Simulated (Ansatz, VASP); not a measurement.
# AsW2S2N2 (W2NS2 MXene under honeycomb AsN, AC) in two plane-wave programs

Aim: how closely do two programs agree when they are given the same cell, functional and k mesh? Of the first pair: The structure shown is the start of the Ansatz relaxation below; VASP solves that cell, so the two are compared at the walk's first step.

Calculated with Ansatz 0.2.0; plane waves, with VASP 6.6.1 beside it; single point at RPBE with D3(BJ).

**1. The structure**

The cell holds 7 atoms: 2 S, 2 W, 2 N and 1 As. Its edges and angles: a = 3.017 Å, b = 3.017 Å, c = 43.894 Å, α = 90.0°, β = 90.0°, γ = 120.0°. Vacuum lies along c. The height across the vacuum is the one that the program set for its solve, not the one typed.

Structure file:

```
S W N As
1.0
     3.01695    0.00000    0.00000
    -1.50848    2.61276    0.00000
     0.00000    0.00000   43.89442
S W N As
2 2 2 1
Cartesian
  0.0000 1.7418 9.0000
  1.5085 0.8709 14.9772
  1.5085 0.8709 10.7836
  0.0000 1.7418 13.1936
  0.0000 0.0000 11.9886
  0.0000 1.7418 18.0772
  0.0000 0.0000 19.0472
```

**2. Ansatz: relaxation, RPBE with D3(BJ)**

Ansatz runs on its default PAW (the set named soft_2) files.

The two programs are compared at the cell with which this relaxation starts, whose forces are those of its first step.

input.yaml

```yaml
crystal:
  lattice:
    - [3.016954, 0.0, 0.0]
    - [-1.508477, 2.612758806, 0.0]
    - [0.0, 0.0, 28.047209697]
  atoms:
    - { symbol: S, position: [0.3333333333, 0.6666666667, 0.3208875356] }
    - { symbol: W, position: [0.6666666667, 0.3333333333, 0.3844808176] }
    - { symbol: "N", position: [0.0, 0.0, 0.4274437628] }
    - { symbol: W, position: [0.3333333333, 0.6666666667, 0.470406708] }
    - { symbol: S, position: [0.6666666667, 0.3333333333, 0.53399999] }
    - { symbol: "N", position: [0.3333333333, 0.6666666667, 0.6445279189] }
    - { symbol: As, position: [0.0, 0.0, 0.6791124644] }
  periodic: [true, true, false]
kpoints:
  mp_grid: { grid: [12, 12, 1] }
hamiltonian:
  xc: rpbe
  dispersion: d3bj
scf:
  occupations: { method: fermi_dirac, width: 0.05 }
  convergence: { dr2_threshold: 1.0e-09 }
relax:
  f_tol: 0.004
  max_steps: 90
  cell: {}
output:
  write_potential: true
  write_density: true
  volumetric_format: npy
```

The run is started by

```
$ ansatz run input.yaml --threads 2 --pin off --max-ram 3072MiB --backend cpu --events-out ev --progress --plain --runs-dir out
```

Numbers of over 12 decimals in the logs are rounded to 6 here.

The log of the run:

```text
Warning: crystal.periodic: the lattice vector that does not repeat stood 0.000° off the slab's normal, 28.047 Å along it as the deck builds it. The run solves the slab on a vector along the normal, 43.894 Å long, with every atom where it was (on the deck's vector they left 18.00 Å outside them, and the widest stretch free of ions among them is 3.10 Å). A fractional position that the run reports is one of the run's ce [...]
Warning: relax.cell: scf.convergence.dr2_threshold = 1e-9 eV is looser than the 1.7417674637e-10 eV advised for a relaxation that steers and ends on the stress (1e-10 eV for each atom of the cell: 7, times the square of relax.cell.stress_2d_tol = 0.05 N/m over 20.0 Å (the atoms' height at the walk's start and 5 Å past either face), 2.494e-2 GPa, over a crystal's default 0.05). What an SCF threshold leaves in a stress goes as its square root, and in the free energy as the threshold itself, and one threshold admits the most on a small cell: [figures from the program's tests cut] Set scf.convergence.dr2_threshold to 1.7417674637e-10 eV or tighter. [rest of the remark cut]
crystal.periodic: the lattice vector that does not repeat stood 0.000° off the slab's normal, 28.047 Å along it as the deck builds it. The run solves the slab on a vector along the normal, 43.894 Å long, with every atom where it was (on the deck's vector they left 18.00 Å outside them, and the widest stretch free of ions among them is 3.10 Å). A fractional position that the run reports is one of the run's cell, which [...]
Engine: ansatz 0.2.0, aarch64-unknown-linux-gnu
Pseudopotentials: kind: paw
Pseudopotential: S, paw, valence charge 6, recommended cutoff 420 eV (normal), S.paw.azcp
Pseudopotential: W, paw, valence charge 14, recommended cutoff 420 eV (normal), W.paw.azcp
Pseudopotential: N, paw, valence charge 5, recommended cutoff 420 eV (normal), N.paw.azcp
[...]
basis re-selected at this cell: Δ(F+E_penalty+E_count) = +7.318e-3 eV, ΔP = -0.181 N/m vs the last step (what re-selecting the basis moved, of the pressure what is left beyond the Pulay correction that the steps carried, after the strain that the cell walked since its last selection, with what the two solves' SCF thresholds leave and, on support functions, any second-order correction that the steps lacked; it is no measure of the basis error at this ecutwfc). The dense FFT grid was sized anew with the basis: this SCF ran on 20×20×300 points, the steps before it on 24×24×300, so part of this shift can come from that change (see relax.cell in the input reference). [rest of the remark cut]
Crystal: 7 atoms, lattice volume = 312.060 Å³
iter 1 solved again at ethr=5.03e-8 eV; its pass at ethr=3.10e-3 eV (dr2=3.27e-5 eV) is discarded
SCF iter   1: F=—  HF=-28252.551026 eV  |F-HF|=—  |Δ(HF+E_count)|=         —  Δρ=9.26e-5  dr2=3.32e-5  ethr=5.03e-8  ⟨swp⟩=4.8  Hψ=5763  notcnv=0
preconditioner: auto → LDOS  [metal: Δε(μ)=0.086 eV  Ē_g=9.718 eV  σ=0.050 eV  W_gap=0.35  n_scr=28 (ndim 8)  ℏωp=13.1 eV  f_vac=0.691  D(μ)=1.55/eV (n_scr^D=12)  β→1.0]
SCF iter   2: F=—  HF=-28252.550976 eV  |F-HF|=—  |Δ(HF+E_count)|=   4.97e-5  Δρ=6.49e-5  dr2=4.36e-5  ethr=5.03e-8  ⟨swp⟩=3.5  Hψ=1501  notcnv=0
SCF iter   3: F=—  HF=-28252.550978 eV  |F-HF|=—  |Δ(HF+E_count)|=   1.40e-6  Δρ=1.55e-5  dr2=4.29e-6  ethr=5.03e-8  ⟨swp⟩=2.8  Hψ=1203  notcnv=0
SCF iter   4: F=—  HF=-28252.550927 eV  |F-HF|=—  |Δ(HF+E_count)|=   5.08e-5  Δρ=5.46e-6  dr2=2.95e-7  ethr=6.60e-9  ⟨swp⟩=3.2  Hψ=1368  notcnv=0
SCF iter   5: F=—  HF=-28252.550927 eV  |F-HF|=—  |Δ(HF+E_count)|=   1.28e-8  Δρ=1.38e-6  dr2=1.41e-8  ethr=4.54e-10  ⟨swp⟩=3.4  Hψ=1619  notcnv=0
SCF iter   6: F=—  HF=-28252.550927 eV  |F-HF|=—  |Δ(HF+E_count)|=   3.87e-8  Δρ=6.65e-7  dr2=4.09e-9  ethr=2.17e-11  ⟨swp⟩=3.4  Hψ=1661  notcnv=0
SCF iter   7: F=-28252.550927 eV  HF=-28252.550927 eV  |F-HF|=2.11e-10  |Δ(HF+E_count)|=   4.91e-9  Δρ=1.59e-7  dr2=1.69e-10  ethr=1.54e-12  ⟨swp⟩=12.1  Hψ=7480  notcnv=0
SCF 9 converged in 7 iterations: F = -28252.550927 eV  dr2 = 1.69e-10
relax step   9: F+E_penalty+E_count = -28252.55092716 eV  Δ(F+E_penalty+E_count) = -1.100e-4 eV  max|allowed force component| = 5.728e-4 eV/Å  Δτ_max = 0.0013 Å  P = -0.003 N/m  Ω = 312.060 Å³  energy of the carried Pulay correction = +8.144e-5 eV  fix = [c, alpha, beta]  reactions: c -0.000 N/m  (7 SCF iters, accepted)
iter 1 solved again at ethr=4.32e-7 eV; its pass at ethr=3.10e-3 eV (dr2=2.81e-4 eV) is discarded
SCF iter   1: F=—  HF=-28252.550952 eV  |F-HF|=—  |Δ(HF+E_count)|=         —  Δρ=1.83e-6  dr2=7.98e-9  ethr=4.32e-7  ⟨swp⟩=7.1  Hψ=9572  notcnv=0
eigensolver tolerance schedule: the retry pair's looser diagonalisation over-reported the residual by 35183.09 of it (diagonalisation noise at an unbounded share of the residual, at the tolerance the schedule requests for it); recorded, not acted on — ethr = c·dr2/N_el stays at c = 1.0e-1
SCF iter   2: F=—  HF=-28252.550856 eV  |F-HF|=—  |Δ(HF+E_count)|=   9.51e-5  Δρ=2.09e-6  dr2=3.03e-8  ethr=1.23e-11  ⟨swp⟩=8.7  Hψ=4421  notcnv=0
SCF iter   3: F=—  HF=-28252.550856 eV  |F-HF|=—  |Δ(HF+E_count)|=   3.38e-9  Δρ=1.04e-6  dr2=2.59e-9  ethr=1.23e-11  ⟨swp⟩=4.4  Hψ=1779  notcnv=0
SCF iter   4: F=—  HF=-28252.550856 eV  |F-HF|=—  |Δ(HF+E_count)|=   3.50e-9  Δρ=6.46e-7  dr2=1.33e-9  ethr=3.98e-12  ⟨swp⟩=3.5  Hψ=1354  notcnv=0
SCF iter   5: F=-28252.550856 eV  HF=-28252.550856 eV  |F-HF|=1.38e-10  |Δ(HF+E_count)|=  4.26e-10  Δρ=1.55e-7  dr2=1.52e-10  ethr=1.54e-12  ⟨swp⟩=20.8  Hψ=7688  notcnv=0
SCF 10 converged in 5 iterations: F = -28252.550856 eV  dr2 = 1.52e-10
relax step  10: F+E_penalty+E_count = -28252.55085648 eV  Δ(F+E_penalty+E_count) = +7.068e-5 eV  max|allowed force component| = 5.756e-4 eV/Å  Δτ_max = 0.0000 Å  P = -0.004 N/m  Ω = 312.060 Å³  fix = [c, alpha, beta]  reactions: c -0.000 N/m  stress off target by 4.03e-3 N/m on what of the cell is left free  SCF on the basis re-selected at this cell (its energy is not comparable with the rows above)  (5 SCF iters)
basis re-selected at this cell: Δ(F+E_penalty+E_count) = +7.068e-5 eV, ΔP = -0.001 N/m vs the last step (what re-selecting the basis moved, of the pressure what is left beyond the Pulay correction that the steps carried, after the strain that the cell walked since its last selection, with what the two solves' SCF thresholds leave and, on support functions, any second-order correction that the steps lacked; it is no m [...]
SCF converged after 5 iterations
Free energy (F): -28252.550856 eV
Harris-Foulkes:  -28252.550856 eV  (|F-HF|=1.38e-10)
Internal energy: -28252.537136 eV  (E = F + TS)
E sigma→0 (E₀):  -28252.543996 eV
Entropy (-TS):   -0.013721 eV (-1.960 meV/atom)
Fermi energy:    -4.184658 eV
--- Per-component energies (eV) ---
  E_band       = -1701.731481
  E_kinetic    = 1500.533067
  E_local      = -382413.662132  (includes V_loc(G=0)·N_el)
  E_nonlocal   = -522.703552
  E_hartree    = 190345.729912
  E_xc         = -935.988193
  E_vxc        = -893.910145  (∫ρ·V_xc dr)
  E_paw        = -20456.287486  (= ΣΔE_a)
  E_vpaw       = -63.449177  (= ΣTr[D̂ρ^β])
  E_aug_tail   = 0.000091  (compensation charges beyond the density's cutoff)
  E_ewald      = 184245.023613
  E_disp       = -14.803434  (pairwise vdW)
  E_core_change = -0.379021  (= ΣΔE_core)
  E_smearing   = -0.013721  (= −TS)
  E_closure    = -0.000000  (closes the sum)
  Σ components = -28252.550856   (vs F -28252.550856, Δ=0.00e0)
--- Forces (eV/Å), atoms counted from 1 ---
  atom   1  S      0.00000000    -0.00000000     0.00000484
  atom   2  W      0.00000000     0.00000000    -0.00009173
  atom   3  N      0.00000000     0.00000000    -0.00012256
  atom   4  W      0.00000000    -0.00000000    -0.00050017
  atom   5  S      0.00000000     0.00000000     0.00057516
  atom   6  N     -0.00000000     0.00000000    -0.00000906
  atom   7  As    -0.00000000     0.00000000     0.00014076
  max |Σ_I F_I| component: 2.76e-6 eV/Å
--- 2D stress c σ (N/m, compression-positive) ---
       -0.004030       0.000000      -0.000000
        0.000000      -0.004030       0.000000
       -0.000000       0.000000      -0.000000
  P = ½ c Tr σ = -0.0040 N/m
--- Band table (eV; the first three rows and the last of 19) ---
  k-point 0: bands = ["-78.9823", "-78.9630", "-43.6002", "-43.3327", "-42.8788", "-42.8788", "-42.8623", "-42.8623", "-41.8557", "-41.8557", "-41.6940", "-41.6940", "-41.6867", "-24.6329", "-22.3942", "-20.2093", "-19.6304", "-14.4465", "-13.7584", "-11.0556", "-9.7822", "-9.7822", "-8.6971", "-7.5021", "-7.5021", "-7.4773", "-6.8406", "-6.8406", "-6.1865", "-4.9491", "-4.6638", "-4.6638", "-4.5894", "-4.5894", "-3.6925", "-3.6925", "-2.7403", "-1.1284", "-1.1284", "-0.8261"]
  k-point 1: bands = ["-78.9774", "-78.9584", "-43.5844", "-43.3253", "-42.9449", "-42.9274", "-42.8950", "-42.8754", "-41.8566", "-41.8517", "-41.6965", "-41.6945", "-41.6839", "-24.4957", "-22.2645", "-20.0762", "-19.5770", "-14.3411", "-13.5597", "-11.0771", "-9.8744", "-9.7428", "-9.0091", "-8.2516", "-7.6744", "-7.3808", "-7.0658", "-6.6871", "-6.1034", "-5.7435", "-5.4626", "-4.7495", "-4.1859", "-3.8924", "-3.8246", "-3.6512", "-2.2806", "-1.4348", "-1.1013", "-0.6188"]
  k-point 2: bands = ["-78.9641", "-78.9456", "-43.5414", "-43.3080", "-43.1206", "-43.1008", "-42.9382", "-42.9121", "-41.8593", "-41.8407", "-41.7029", "-41.6960", "-41.6766", "-24.0896", "-21.9238", "-19.6997", "-19.3979", "-14.0982", "-13.0317", "-11.2754", "-10.1654", "-9.7998", "-9.7007", "-9.3871", "-8.1051", "-7.7748", "-7.1875", "-6.8394", "-6.4431", "-6.0378", "-5.9051", "-5.3294", "-4.4400", "-4.0997", "-3.3599", "-2.8111", "-1.7581", "-1.4290", "-1.0738", "-0.7330"]
  k-point 18: bands = ["-78.9000", "-78.8847", "-43.5662", "-43.5337", "-43.5251", "-43.4923", "-43.2546", "-43.2370", "-41.8402", "-41.8205", "-41.7186", "-41.7152", "-41.6448", "-20.6869", "-20.6168", "-17.1462", "-17.1365", "-16.4324", "-13.0784", "-12.2965", "-12.2954", "-11.4892", "-11.0128", "-10.8833", "-9.9263", "-9.8146", "-8.7828", "-8.6043", "-8.5994", "-7.5327", "-4.6303", "-4.0857", "-3.9784", "-3.6542", "-3.5541", "-2.0816", "-2.0726", "-1.1688", "-0.9557", "0.9368"]
  the weakly bound empty levels are not read free of the cell's end (no_gap_told)
--- Relaxed structure (8 steps of the walk, 8 accepted, 2 SCFs on fresh bases) ---
  F+E_penalty+E_count = -28252.55085648 eV   max|allowed force component| = 5.756e-4 eV/Å   (the final SCF, on the basis selected at the relaxed cell)
  cell:  # Å, volume = 312.0600 Å³
    - [2.865161, 0.0, 0]
    - [-1.432581, 2.481303, 0]
    - [0, 0, 43.894419]
  atoms:
    - { symbol: S, position: [0.333333, 0.666667, 0.205207] }
    - { symbol: W, position: [0.666667, 0.333333, 0.243878] }
    - { symbol: N, position: [6.242693218629955e-17, -3.3231165362215487e-17, 0.275414] }
    - { symbol: W, position: [0.333333, 0.666667, 0.306891] }
    - { symbol: S, position: [0.666667, 0.333333, 0.345497] }
    - { symbol: N, position: [0.333333, 0.666667, 0.406074] }
    - { symbol: As, position: [4.7878487269067314e-17, -3.3231165362215443e-17, 0.428423] }
```

(Part 1 of 2 ends here.)

[Lines on the potential files, build, host, timing and source positions are cut from VASP's logs without a mark.]

[Logs are printed without paths, hosts, clocks, repeated set-up lines and the standing remarks that a program may print on its own settings, such as how far it seeks lower states.]

[Hosts, paths, dates, database ids (printed as entryN), source tags and the programs' standing remarks are cut or masked in the printed files.]
